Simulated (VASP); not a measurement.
Data:

```
Er
1.0
    1.77858    -3.08058     0.00000
    1.77858     3.08058     0.00000
    0.00000     0.00000     5.58553
Er
2
Direct
  0.33333   0.66667   0.25000
  0.66667   0.33333   0.75000
```
Starting moments (μB, in the order of the record's atoms Er Er): 3.0 3.0.

The numbers are results of PBE GGA, VASP's PBE PAW potentials (set 64) (plane waves; VASP 6.6.1), not measurements. Settings: 300 eV cut-off, 7×7×4 Γ-centred mesh, Fermi-Dirac smearing of 0.10 eV, potentials Er.

Q: Give the spin-up energies of bands 15 to 28 at the high-symmetry points, in eV from the Fermi level.

A: 
| band | Γ | M | K | A | L | H |
|---|---|---|---|---|---|---|
| 15 | -2.15 | -2.10 | -2.12 | -2.14 | -2.09 | -2.14 |
| 16 | -2.12 | -2.07 | -2.07 | -2.14 | -2.09 | -2.14 |
| 17 | -2.12 | -1.94 | -1.94 | -2.14 | -1.90 | -1.93 |
| 18 | -1.90 | -1.91 | -1.94 | -2.14 | -1.90 | -1.93 |
| 19 | -1.83 | -1.90 | -1.88 | -1.78 | -1.88 | -1.85 |
| 20 | -1.83 | -1.90 | -1.83 | -1.78 | -1.88 | -1.85 |
| 21 | -1.79 | -1.85 | -1.83 | -1.78 | -1.81 | -1.83 |
| 22 | -1.78 | -1.74 | -1.79 | -1.78 | -1.81 | -1.83 |
| 23 | -1.76 | -1.62 | -0.43 | -1.78 | -1.61 | -0.10 |
| 24 | -1.76 | -1.01 | -0.43 | -1.78 | -1.61 | -0.10 |
| 25 | 1.30 | -0.52 | -0.37 | 1.53 | 0.52 | -0.04 |
| 26 | 2.50 | 0.23 | -0.18 | 1.54 | 0.52 | -0.04 |
| 27 | 2.51 | 2.05 | 1.70 | 2.41 | 1.90 | 0.90 |
| 28 | 2.91 | 2.19 | 1.70 | 2.41 | 1.90 | 0.90 |

Q: Give the spin-down energies of bands 15 to 28 at the high-symmetry points, in eV from the Fermi level.

A: 
```
band      Γ      M      K      A      L      H
----  -----  -----  -----  -----  -----  -----
15    -0.59  -0.64  -0.62  -0.64  -0.65  -0.44
16    -0.59  -0.60  -0.38  -0.64  -0.65  -0.44
17    -0.11  -0.56  -0.38  -0.06  -0.19  -0.32
18    -0.11  -0.09  -0.10  -0.06  -0.19  -0.32
19    -0.07  -0.08  -0.10  -0.06   0.00   0.27
20    -0.07  -0.03  -0.08  -0.06   0.00   0.27
21     0.03   0.02   0.02   0.03   0.15   0.31
22     0.10   0.05   0.17   0.03   0.15   0.31
23     0.29   0.26   0.28   0.28   0.34   0.32
24     0.36   0.47   0.28   0.28   0.34   0.32
25     1.48   0.49   0.47   1.79   0.81   0.36
26     2.65   0.49   0.47   1.79   0.81   0.36
27     2.65   2.20   1.86   2.55   2.08   1.09
28     3.09   2.31   1.86   2.55   2.08   1.09
```

It has no gap at this level: it comes out as a metal or semimetal.

The structure is a typed Er crystal. The cell was not relaxed at this level.
